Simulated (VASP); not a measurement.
These are MS2 meta-GGA, VASP's PBE PAW potentials (set 64) (plane waves; VASP) values and carry that method's errors.

A VASP calculation is set up with these files.

KPOINTS:
```
Automatic mesh
0
Gamma
15 15 15
0 0 0
```

### POSCAR
```
Au
1
    0.0000000000     2.0767691683     2.0767691683
    2.0767691683     0.0000000000     2.0767691683
    2.0767691683     2.0767691683     0.0000000000
Au
1
Direct
  0.0000000000   0.0000000000   0.0000000000
```

### INCAR
```
! general
SYSTEM  = Au
PREC    = Accurate
ENCUT   = 520
LREAL   = .False.
LASPH   = .True.

! electronic loop
EDIFF   = 1E-7
NELM    = 100
ALGO    = Normal
LMAXMIX = 6
LMIXTAU = .True.

! smearing
ISMEAR  = 1
SIGMA   = 0.1

! functional
METAGGA = MS2

! ions
ISIF    = 2

! output
LWAVE   = .False.
LCHARG  = .False.
```

POTCAR, in this order: Au (PBE.64 set). Program: vasp_std.

The run wrote:

### OSZICAR
```
       N       E                     dE             d eps       ncg     rms          rms(c)
DAV:   1     0.438512288524E+02    0.43851E+02   -0.54370E+03  2408   0.103E+03
DAV:   2     0.490516122818E+00   -0.43361E+02   -0.40166E+02  2240   0.184E+02
DAV:   3     0.726581926697E-01   -0.41786E+00   -0.41699E+00  2570   0.197E+01
DAV:   4     0.719116622107E-01   -0.74653E-03   -0.74651E-03  2467   0.750E-01
DAV:   5     0.719094294141E-01   -0.22328E-05   -0.22334E-05  2360   0.414E-02    0.136E+01
DAV:   6     0.157594399235E+02    0.15688E+02   -0.23884E+01  2168   0.517E+01    0.552E+00
DAV:   7     0.153624077544E+02   -0.39703E+00   -0.11336E-01  2199   0.456E+00    0.460E+00
DAV:   8     0.146956017996E+02   -0.66681E+00   -0.14998E+01  2193   0.397E+01    0.101E+01
DAV:   9     0.156153667005E+02    0.91976E+00   -0.13645E+01  2185   0.403E+01    0.721E-01
DAV:  10     0.154637847473E+02   -0.15158E+00   -0.12936E-01  2206   0.490E+00    0.404E-01
DAV:  11     0.154506481681E+02   -0.13137E-01   -0.40507E-03  2335   0.862E-01    0.305E-01
DAV:  12     0.154461766520E+02   -0.44715E-02   -0.43675E-02  2185   0.221E+00    0.485E-01
DAV:  13     0.154474464330E+02    0.12698E-02   -0.62879E-03  2160   0.782E-01    0.405E-01
DAV:  14     0.154458170831E+02   -0.16293E-02   -0.15594E-03  2165   0.543E-01    0.182E-01
DAV:  15     0.154458215822E+02    0.44991E-05   -0.17175E-04  2253   0.135E-01    0.150E-02
DAV:  16     0.154458061175E+02   -0.15465E-04   -0.36342E-05  2222   0.672E-02    0.554E-03
DAV:  17     0.154458036066E+02   -0.25109E-05   -0.78341E-06  2203   0.278E-02    0.191E-02
DAV:  18     0.154458004762E+02   -0.31304E-05   -0.11430E-06  2174   0.183E-02    0.466E-03
DAV:  19     0.154458003830E+02   -0.93253E-07   -0.26003E-07  1252   0.525E-03
   1 F= 0.15445800E+02 E0= 0.15445940E+02  d E =-.419255E-03
```

### OUTCAR
```
------------------------ aborting loop because EDIFF is reached ----------------------------------------
  FORCE on cell =-STRESS in cart. coord.  units (eV):
  Direction    XX          YY          ZZ          XY          YZ          ZX
  --------------------------------------------------------------------------------------
  Total       -0.9919500     -0.9919500     -0.9919500     -0.0000000      0.0000000     -0.0000000
  in kB      -88.7167670    -88.7167670    -88.7167670     -0.0000000      0.0000000     -0.0000000
  external PRESSURE =     -88.7167670 kB  Pullay stress =       0.0000000 kB
  volume of cell :       17.91
      direct lattice vectors                 reciprocal lattice vectors
     0.000000000  2.076769168  2.076769168    -0.240758582  0.240758582  0.240758582
     2.076769168  0.000000000  2.076769168     0.240758582 -0.240758582  0.240758582
     2.076769168  2.076769168  0.000000000     0.240758582  0.240758582 -0.240758582
 POSITION                                       TOTAL-FORCE (eV/Angst)
 -----------------------------------------------------------------------------------
      0.00000      0.00000      0.00000         0.000000      0.000000      0.000000
 -----------------------------------------------------------------------------------
    total drift:                               -0.000000      0.000000      0.000000
  FREE ENERGIE OF THE ION-ELECTRON SYSTEM (eV)
  ---------------------------------------------------
  free  energy   TOTEN  =        15.4458003830 eV

  energy  without entropy=       15.4462196383  energy(sigma->0) =       15.44594013
```
(Selected blocks of OUTCAR.)

The compound is Au in the fcc structure. This cell is one point of a volume scan, at 1.06 of the reference volume.
